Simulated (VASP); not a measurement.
Computed with PBE GGA, VASP's PBE PAW potentials (set 64) (plane waves; VASP).

VASP ran on this input.

### INCAR
```
ALGO  =  Normal
EDIFF  =  1E-6
ENCUT  =  400
GGA  =  PE
ISIF  =  2
ISMEAR  =  0
LASPH  =  T
LCHARG  =  F
LMAXMIX  =  4
LREAL  =  F
LWAVE  =  F
NELM  =  100
PREC  =  Accurate
SIGMA  =  0.05
SYSTEM  =  PdC
```

File KPOINTS:
```
Automatic mesh
0
Gamma
4 4 4
0 0 0
```

**POSCAR**
```
PdC
1
    5.1448990000     0.0000000000     0.0000000000
   -2.5724500000     4.4556130000     0.0000000000
    0.0000000000     0.0000000000     4.1514920000
Pd C
3 3
Direct
  0.5000000000   0.0000000000   0.0000000000
  0.5000000000   0.5000000000   0.0000000000
  0.0000000000   0.5000000000   0.0000000000
  0.0000000000   0.0000000000   0.0000000000
  0.3333330000   0.6666670000   0.5000000000
  0.6666670000   0.3333330000   0.5000000000
```

POTCAR, in this order: Pd C (PBE.64 set). Program: vasp_std.

At this cut-off the stress carries a Pulay error, which pulls relaxed volumes low.

**Question.** Estimate the energy per atom (σ→0), pressure, band gap (on the k-mesh).

**Answer.** 
| Property | Result |
|---|---|
| energy per atom (σ→0) | -4.748 eV/atom |
| band gap (on the k-mesh) | none (metal, semimetal or under 0.01 eV) |
| pressure | -16.28 GPa |

File OSZICAR:
```
...
DAV:  10    -0.285048576297E+02    0.20288E-01   -0.34680E-02   867   0.879E-01    0.933E-01
DAV:  11    -0.284940468983E+02    0.10811E-01   -0.42550E-02   781   0.950E-01    0.176E-01
DAV:  12    -0.284944012067E+02   -0.35431E-03   -0.27121E-03   729   0.308E-01    0.500E-02
DAV:  13    -0.284944870719E+02   -0.85865E-04   -0.27418E-04   977   0.968E-02    0.399E-02
DAV:  14    -0.284944816369E+02    0.54350E-05   -0.66941E-05   824   0.445E-02    0.167E-02
DAV:  15    -0.284944808247E+02    0.81226E-06   -0.10221E-05   840   0.155E-02    0.512E-03
DAV:  16    -0.284944813399E+02   -0.51520E-06   -0.13655E-06   462   0.678E-03
   1 F= -.28494481E+02 E0= -.28488690E+02  d E =-.115823E-01
```

The structure was generated: PdC was put into an ordered model structure, which need not be its known phase. The cell was not relaxed at this level. The k-mesh is coarse (spacing up to 0.38 per Å, 2π included), so the numbers may not be converged in it.
